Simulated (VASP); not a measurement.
Write the native input for VASP 6.6.1 that does the following.

| Property | Result |
| --- | --- |
| Task | relaxation of cell and atoms |
| Functional | PBE |
| Potentials or basis | VASP PAW PBE potentials, release 64 (Zr_sv, B) |
| Cutoff | 520 eV |
| k mesh | 15 × 15 × 12 |
| Occupations | gaussian, width 0.1 eV |
| Spin | no spin polarisation |
| Further INCAR settings | ALGO = Fast; EDIFF = 1e-07; IBRION = 2; EDIFFG = -0.002; NSW = 80; ISIF = 3 |

The structure of ZrB2 lies in POSCAR:

```
ZrB2
1.0
    3.1700000000      0.0000000000      0.0000000000
   -1.5850000000      2.7453005300      0.0000000000
    0.0000000000      0.0000000000      3.5330000000
Zr B
1 2
Direct
    0.0000000000      0.0000000000      0.0000000000
    0.3333333300      0.6666666700      0.5000000000
    0.6666666700      0.3333333300      0.5000000000
```

One way to write it, as run:

INCAR

```
SYSTEM = ZrB2
ALGO = Fast
EDIFF = 1E-7
EDIFFG = -0.002
ENCUT = 520
GGA = PE
IBRION = 2
ISIF = 3
ISMEAR = 0
LASPH = .True.
LCHARG = .False.
LREAL = .False.
LWAVE = .False.
NELM = 60
NSW = 80
PREC = Accurate
SIGMA = 0.1
```

KPOINTS

```
k-points
0
Gamma
  15 15 12
  0 0 0
```

Potentials or basis: VASP PAW PBE potentials, release 64 (Zr_sv, B).

The run is started by

```console
$ cat potpaw_PBE.64/Zr_sv/POTCAR potpaw_PBE.64/B/POTCAR > POTCAR
$ mpirun -np 1 vasp_std > vasp.out
```

Results of the run:

* Relaxed volume: 10.29 Å³/atom
* Relaxed cell: a = 3.171 Å, b = 3.171 Å, c = 3.544 Å, α = 90.00°, β = 90.00°, γ = 120.00°
* Space group after relaxing (to 0.05 Å): P6/mmm (No. 191)
* Energy gained by relaxing: 0.2 meV/atom
* Ionic steps: 4
* Pressure after relaxing: 0.0 GPa
* Band gap on the k mesh: none (metal or under the smearing width)

Run time: 120 s on 1 thread of Intel(R) Xeon(R) 6975P-C (Granite Rapids) (shared host), peak memory 0.21 GiB.
